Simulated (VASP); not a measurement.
All values below come from PBE GGA with D4 dispersion, VASP's PBE PAW potentials (set 64) (plane waves; VASP).

VASP ran on this input.

**KPOINTS**
```
k-points along high-symmetry lines
15
Line-mode
Reciprocal
  0.000000   0.000000   0.000000 ! GAMMA
 -0.500000  -0.500000   0.000000 ! X

 -0.500000  -0.500000   0.000000 ! X
 -0.375000  -0.375000   0.250000 ! U

 -0.375000  -0.000000   0.375000 ! K
  0.000000   0.000000   0.000000 ! GAMMA

  0.000000   0.000000   0.000000 ! GAMMA
 -0.000000  -0.000000   0.500000 ! L

 -0.000000  -0.000000   0.500000 ! L
 -0.500000  -0.250000   0.250000 ! W

 -0.500000  -0.250000   0.250000 ! W
 -0.500000  -0.500000   0.000000 ! X
```

**INCAR**
```
SYSTEM = CdSe
PREC = Accurate
ENCUT = 520
EDIFF = 1E-7
NELM = 100
ALGO = Normal
LREAL = .FALSE.
LASPH = .TRUE.
ISMEAR = 0
SIGMA = 0.05
GGA = PE
IVDW = 13
LMAXMIX = 4
LWAVE = .FALSE.
LCHARG = .FALSE.
LORBIT = 11
ICHARG = 11
```

POSCAR:
```
CdSe
4.3306810
  0.0000000000   0.7071068234   0.7071068234
  0.7071068234   0.0000000000   0.7071068234
  0.7071068234   0.7071068234   0.0000000000
Cd Se
1 1
direct
  0.0000000000   0.0000000000   0.0000000000
  0.2500000000   0.2500000000   0.2500000000
```

POTCAR, in this order: Cd Se (PBE.64 set). Program: vasp_std. Read from the step before: CHGCAR.

Output

**OSZICAR**
```
       N       E                     dE             d eps       ncg     rms          rms(c)
DAV:   1     0.106991345300E+03    0.10699E+03   -0.90180E+03  2372   0.123E+03
DAV:   2    -0.306447554172E+00   -0.10730E+03   -0.10274E+03  2795   0.292E+02
DAV:   3    -0.463482338153E+01   -0.43284E+01   -0.42992E+01  2650   0.599E+01
DAV:   4    -0.465677135764E+01   -0.21948E-01   -0.21943E-01  2680   0.431E+00
DAV:   5    -0.465691922422E+01   -0.14787E-03   -0.14787E-03  2690   0.315E-01
DAV:   6    -0.465692100163E+01   -0.17774E-05   -0.17774E-05  2720   0.314E-02
DAV:   7    -0.465692103049E+01   -0.28858E-07   -0.28869E-07  2665   0.345E-03
   1 F= -.52889413E+01 E0= -.52889413E+01  d E =-.506088E-11
```

OUTCAR:
```
 val. band max:        0.7793783861   @ k =   0.0000   0.0000   0.0000

 cond. band min:       1.3455453184   @ k =   0.0000   0.0000   0.0000



 k-point     1 :       0.0000    0.0000    0.0000
  band No.  band energies     occupation
      1     -11.6999      2.00000
      2      -7.0871      2.00000
      3      -7.0871      2.00000
      4      -7.0871      2.00000
      5      -6.7346      2.00000
      6      -6.7346      2.00000
      7       0.7794      2.00000
      8       0.7794      2.00000
      9       0.7794      2.00000
     10       1.3455      0.00000
     11       6.7137      0.00000
     12       6.7137      0.00000
     13       6.7137      0.00000

 k-point     2 :      -0.0357   -0.0357    0.0000
  band No.  band energies     occupation
      1     -11.6941      2.00000
      2      -7.0844      2.00000
      3      -7.0844      2.00000
      4      -7.0838      2.00000
      5      -6.7355      2.00000
      6      -6.7339      2.00000
      7       0.5369      2.00000
      8       0.7500      2.00000
      9       0.7500      2.00000
     10       1.5990      0.00000
     11       6.6400      0.00000
     12       6.7559      0.00000
     13       6.7559      0.00000

 k-point     3 :      -0.0714   -0.0714    0.0000
  band No.  band energies     occupation
      1     -11.6769      2.00000
      2      -7.0765      2.00000
      3      -7.0765      2.00000
      4      -7.0738      2.00000
      5      -6.7384      2.00000
      6      -6.7318      2.00000
      7       0.1444      2.00000
      8       0.6653      2.00000
      9       0.6653      2.00000
     10       2.0226      0.00000
     11       6.4429      0.00000
     12       6.8795      0.00000
     13       6.8795      0.00000

 k-point     4 :      -0.1071   -0.1071    0.0000
  band No.  band energies     occupation
      1     -11.6492      2.00000
      2      -7.0634      2.00000
      3      -7.0634      2.00000
      4      -7.0568      2.00000
...
```

The density is held fixed in this step, so its total energy and stress have no physical meaning.

The compound is CdSe in the zinc blende structure, whereas wurtzite is the usual form. It was relaxed first.
